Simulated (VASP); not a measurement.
Here is the system:

```yaml
crystal:
  lattice:
    - [0.00000, 3.15407, 3.15407]
    - [3.15407, 0.00000, 3.15407]
    - [3.15407, 3.15407, 0.00000]
  atoms:
    - { symbol: Ca, position: [0.00000, 0.00000, 0.00000] }
    - { symbol: S, position: [0.25000, 0.25000, 0.25000] }
```

Computed with PBE GGA, VASP's PBE PAW potentials (set 64) (plane waves; VASP). Numerical set-up: 400 eV cut-off, Gaussian smearing of 0.050 eV, potentials Ca_sv S.

**Question.** What does the run give for the band gap (along the path) with the smallest direct gap where there is one?

**Answer.** 
```yaml
band gap (along the path): 3.63 eV
smallest direct gap (along the path): 3.77 eV
```

Total energies compare only between runs with the same potentials, cut-off and functional.

The structure was generated: CaS was put into the zinc blende type (F-43m), which need not be its known phase. It was relaxed first, which changed the volume by -8 %.
